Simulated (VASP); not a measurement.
OSZICAR of a VASP run on Pd:

OSZICAR:
```
       N       E                     dE             d eps       ncg     rms          rms(c)
DAV:   1     0.192790382898E+03    0.19279E+03   -0.20844E+04   972   0.120E+03
DAV:   2    -0.115920126892E+03   -0.30871E+03   -0.29278E+03  1146   0.286E+02
DAV:   3    -0.128768408243E+03   -0.12848E+02   -0.11754E+02  1182   0.558E+01
DAV:   4    -0.129224885328E+03   -0.45648E+00   -0.44933E+00  1152   0.104E+01
DAV:   5    -0.129247068663E+03   -0.22183E-01   -0.20803E-01  1262   0.182E+00    0.173E+01
DAV:   6    -0.123441522739E+03    0.58055E+01   -0.12325E+01   974   0.275E+01    0.786E+00
DAV:   7    -0.123088544640E+03    0.35298E+00   -0.55702E+00  1038   0.195E+01    0.113E+01
DAV:   8    -0.121871295285E+03    0.12172E+01   -0.11500E+01  1138   0.283E+01    0.734E+00
DAV:   9    -0.120707820091E+03    0.11635E+01   -0.39363E+00  1086   0.161E+01    0.833E+00
DAV:  10    -0.119641393052E+03    0.10664E+01   -0.10227E+00  1090   0.118E+01    0.417E+00
DAV:  11    -0.118055030375E+03    0.15864E+01   -0.35946E-01  1044   0.672E+00    0.181E+00
DAV:  12    -0.118042368403E+03    0.12662E-01   -0.40784E-02  1094   0.174E+00    0.112E+00
DAV:  13    -0.117262551801E+03    0.77982E+00   -0.16257E-02  1102   0.121E+00    0.714E-01
DAV:  14    -0.116110531455E+03    0.11520E+01   -0.18968E-02   966   0.129E+00    0.470E-01
DAV:  15    -0.114765021294E+03    0.13455E+01   -0.42707E-02   966   0.189E+00    0.400E-01
DAV:  16    -0.114728566864E+03    0.36454E-01   -0.17373E-03  1020   0.357E-01    0.221E-01
DAV:  17    -0.114436709016E+03    0.29186E+00   -0.27064E-03   976   0.502E-01    0.174E-01
DAV:  18    -0.113106082805E+03    0.13306E+01   -0.12313E-01   960   0.321E+00    0.263E-01
DAV:  19    -0.113162742308E+03   -0.56660E-01   -0.14387E-03  1012   0.335E-01    0.226E-01
DAV:  20    -0.113083798177E+03    0.78944E-01   -0.24578E-03   980   0.454E-01    0.202E-01
DAV:  21    -0.113008753109E+03    0.75045E-01   -0.85258E-03   960   0.814E-01    0.107E-01
DAV:  22    -0.112985899658E+03    0.22853E-01   -0.72355E-02   960   0.227E+00    0.188E-01
DAV:  23    -0.112954227004E+03    0.31673E-01   -0.20879E-03   996   0.384E-01    0.114E-01
DAV:  24    -0.112942044524E+03    0.12182E-01   -0.13982E-04  1110   0.952E-02    0.128E-01
DAV:  25    -0.113094337457E+03   -0.15229E+00   -0.17064E-02   960   0.106E+00    0.208E-01
DAV:  26    -0.113126995488E+03   -0.32658E-01   -0.84555E-04  1038   0.203E-01    0.226E-01
DAV:  27    -0.113188646518E+03   -0.61651E-01   -0.27493E-03   976   0.377E-01    0.344E-01
DAV:  28    -0.113215727824E+03   -0.27081E-01   -0.66586E-04  1024   0.198E-01    0.309E-01
DAV:  29    -0.113275810589E+03   -0.60083E-01   -0.34860E-03   992   0.452E-01    0.278E-01
DAV:  30    -0.113274853648E+03    0.95694E-03   -0.51840E-05   982   0.441E-02    0.290E-01
DAV:  31    -0.113289064272E+03   -0.14211E-01   -0.30938E-04   992   0.129E-01    0.294E-01
DAV:  32    -0.113287814341E+03    0.12499E-02   -0.12703E-05   600   0.273E-02    0.302E-01
DAV:  33    -0.113291383090E+03   -0.35687E-02   -0.26200E-04  1020   0.114E-01    0.259E-01
DAV:  34    -0.113338540420E+03   -0.47157E-01   -0.42438E-03   992   0.451E-01    0.313E-01
DAV:  35    -0.113353373764E+03   -0.14833E-01   -0.11746E-03  1012   0.249E-01    0.285E-01
DAV:  36    -0.113404971134E+03   -0.51597E-01   -0.17602E-02   976   0.959E-01    0.331E-01
DAV:  37    -0.113404945644E+03    0.25490E-04   -0.25317E-04  1062   0.864E-02    0.320E-01
DAV:  38    -0.113407716763E+03   -0.27711E-02   -0.61989E-04   968   0.184E-01    0.329E-01
DAV:  39    -0.113407787972E+03   -0.71209E-04   -0.13523E-05   732   0.211E-02    0.334E-01
DAV:  40    -0.113410253836E+03   -0.24659E-02   -0.11605E-04   984   0.808E-02    0.335E-01
DAV:  41    -0.113411349176E+03   -0.10953E-02   -0.37126E-05   900   0.454E-02    0.334E-01
DAV:  42    -0.113412398281E+03   -0.10491E-02   -0.40355E-05   816   0.483E-02    0.320E-01
DAV:  43    -0.113414304190E+03   -0.19059E-02   -0.16470E-04   976   0.100E-01    0.296E-01
DAV:  44    -0.113424074362E+03   -0.97702E-02   -0.68527E-03   960   0.650E-01    0.207E-01
DAV:  45    -0.113424870422E+03   -0.79606E-03   -0.10563E-04  1104   0.722E-02    0.196E-01
DAV:  46    -0.113424952464E+03   -0.82042E-04   -0.43659E-06   584   0.145E-02    0.191E-01
DAV:  47    -0.113427316873E+03   -0.23644E-02   -0.18171E-03   968   0.336E-01    0.221E-01
DAV:  48    -0.113427356639E+03   -0.39765E-04   -0.52433E-04   984   0.180E-01    0.215E-01
DAV:  49    -0.113427279397E+03    0.77242E-04   -0.14322E-03   960   0.297E-01    0.165E-01
DAV:  50    -0.113427930531E+03   -0.65113E-03   -0.28216E-03   974   0.368E-01    0.145E-01
DAV:  51    -0.113424965205E+03    0.29653E-02   -0.77683E-03   984   0.510E-01    0.829E-02
DAV:  52    -0.113425005399E+03   -0.40193E-04   -0.24713E-04   972   0.109E-01    0.860E-02
DAV:  53    -0.113427417728E+03   -0.24123E-02   -0.31920E-03   960   0.452E-01    0.428E-02
DAV:  54    -0.113425747001E+03    0.16707E-02   -0.62005E-04   960   0.195E-01    0.478E-02
DAV:  55    -0.113427322988E+03   -0.15760E-02   -0.17227E-03   968   0.301E-01    0.102E-01
DAV:  56    -0.113426348938E+03    0.97405E-03   -0.48663E-04   960   0.184E-01    0.136E-01
DAV:  57    -0.113425358237E+03    0.99070E-03   -0.18709E-04   968   0.114E-01    0.122E-01
DAV:  58    -0.113427442450E+03   -0.20842E-02   -0.88036E-04   968   0.242E-01    0.131E-01
DAV:  59    -0.113427391407E+03    0.51043E-04   -0.12328E-04  1008   0.925E-02    0.128E-01
DAV:  60    -0.113427439381E+03   -0.47974E-04   -0.54336E-06   614   0.167E-02    0.130E-01
DAV:  61    -0.113428388369E+03   -0.94899E-03   -0.61275E-04   984   0.130E-01    0.137E-01
DAV:  62    -0.113428385000E+03    0.33688E-05   -0.24292E-05   726   0.336E-02
   1 F= -.11342838E+03 E0= -.11342750E+03  d E =-.113428E+03
       N       E                     dE             d eps       ncg     rms          rms(c)
DAV:   1    -0.113426573762E+03    0.18146E-02   -0.70128E-01   960   0.426E+00    0.215E-01
DAV:   2    -0.113423987106E+03    0.25867E-02   -0.19726E-02  1000   0.901E-01    0.272E-01
DAV:   3    -0.113427696401E+03   -0.37093E-02   -0.94141E-03   974   0.842E-01    0.301E-01
DAV:   4    -0.113428975583E+03   -0.12792E-02   -0.49162E-03   974   0.676E-01    0.253E-01
DAV:   5    -0.113429023748E+03   -0.48165E-04   -0.86976E-04  1038   0.279E-01    0.861E-02
DAV:   6    -0.113428784719E+03    0.23903E-03   -0.15246E-03   996   0.233E-01    0.632E-02
DAV:   7    -0.113428750305E+03    0.34413E-04   -0.13238E-04   968   0.975E-02    0.408E-02
DAV:   8    -0.113428752515E+03   -0.22094E-05   -0.13391E-04   982   0.781E-02    0.173E-02
DAV:   9    -0.113428746394E+03    0.61209E-05   -0.36266E-05   808   0.440E-02
   2 F= -.11342875E+03 E0= -.11342792E+03  d E =-.361394E-03
       N       E                     dE             d eps       ncg     rms          rms(c)
DAV:   1    -0.113428679401E+03    0.73114E-04   -0.34264E-02   960   0.940E-01    0.355E-02
DAV:   2    -0.113428491397E+03    0.18800E-03   -0.91493E-04   982   0.213E-01    0.816E-02
DAV:   3    -0.113428615428E+03   -0.12403E-03   -0.26297E-04   974   0.159E-01    0.266E-02
DAV:   4    -0.113428837312E+03   -0.22188E-03   -0.21545E-04   968   0.125E-01    0.692E-02
DAV:   5    -0.113428863340E+03   -0.26028E-04   -0.63394E-05   712   0.714E-02    0.225E-02
DAV:   6    -0.113428833266E+03    0.30074E-04   -0.86651E-05   960   0.654E-02    0.838E-03
DAV:   7    -0.113428881968E+03   -0.48702E-04   -0.15285E-05   680   0.321E-02    0.557E-03
DAV:   8    -0.113428897537E+03   -0.15569E-04   -0.45248E-06   578   0.171E-02    0.336E-03
DAV:   9    -0.113428901965E+03   -0.44279E-05   -0.22711E-06   578   0.111E-02
   3 F= -.11342890E+03 E0= -.11342809E+03  d E =-.516965E-03
```

Which electronic solver shows in the log?

It is blocked Davidson (ALGO = Normal, or the opening steps of other solvers). The INCAR had ALGO = Normal.

Can the final energy be trusted as converged?

The calculation finished and met its thresholds. It stopped with EDIFF = 1E-5, NELM = 100, NSW = 50 and EDIFFG = -0.03 after 3 ionic steps (r2SCAN meta-GGA, plane waves, VASP's PBE PAW potentials (set 64)).

The cell is a thin slab with vacuum, built from Pd (fcc): (111) face.
